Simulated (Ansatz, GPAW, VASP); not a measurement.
ZrGe (Pnma, 8 atoms in the cell) computed with different codes at matched settings

Self-consistent single point.

```
CELL_PARAMETERS angstrom
      7.09613     0.00000     0.00000
      0.00000     3.91511     0.00000
      0.00000     0.00000     5.41275
ATOMIC_POSITIONS crystal
  Zr 0.17608 0.25000 0.63089
  Zr 0.82392 0.75000 0.36911
  Zr 0.32392 0.75000 0.13089
  Zr 0.67608 0.25000 0.86911
  Ge 0.04832 0.25000 0.15219
  Ge 0.95168 0.75000 0.84781
  Ge 0.45168 0.75000 0.65219
  Ge 0.54832 0.25000 0.34781
```

Shared settings, as Ansatz (a program for electronic structure) writes them: kpoints.mp_grid.grid = 3 4 3; scf.occupations.method = gaussian; scf.occupations.width = 0.272 eV. Potentials and cutoffs stand in the table.

| code | model | pressure (GPa) | largest force (eV/Å) | cutoff |
|---|---|---|---|---|
| Ansatz | LDA (PW92), PAW files made with PBE | -6.09 | 0.171 | default |
| VASP | LDA (PZ), VASP's LDA PAW potentials (set 64) | -6.93 | 0.170 | 300 eV |
| GPAW | LDA (Perdew-Wang 92), GPAW PAW datasets LDA (gpaw-data 1.0.1) | -6.39 | 0.168 | 600 eV |

Size of the force on each atom (eV/Å): Sizes of forces hide their directions.

```csv
code,Zr1,Zr2,Zr3,Zr4,Ge5,Ge6,Ge7,Ge8
Ansatz,0.171,0.171,0.171,0.171,0.021,0.021,0.021,0.021
VASP,0.170,0.170,0.170,0.170,0.027,0.027,0.027,0.027
GPAW,0.168,0.168,0.168,0.168,0.028,0.028,0.028,0.028
```

The spread over the programs that give each value: pressure within 0.84 GPa; largest force within 0.003 eV/Å.

Ansatz's pressure is given at a fixed set of plane waves, as the other plane-wave codes print theirs. The same LDA comes in different parametrisations, which differ slightly.

The shared mesh is coarse (it stands for a supercell whose shortest vector is 16 Å), so the values are not converged in it.

VASP's run is marked for a possible Pulay error in its stress at this cutoff; no cutoff test was made.

The starting cell comes from a database of computed structures (which also holds hypothetical and non-ambient phases and stackings), without a prior relaxation at this level.

Left out of this page: CP2K, Elk, FLEUR and SIESTA (not drawn, or without a comparable value).

Keys are those of Ansatz 0.2.
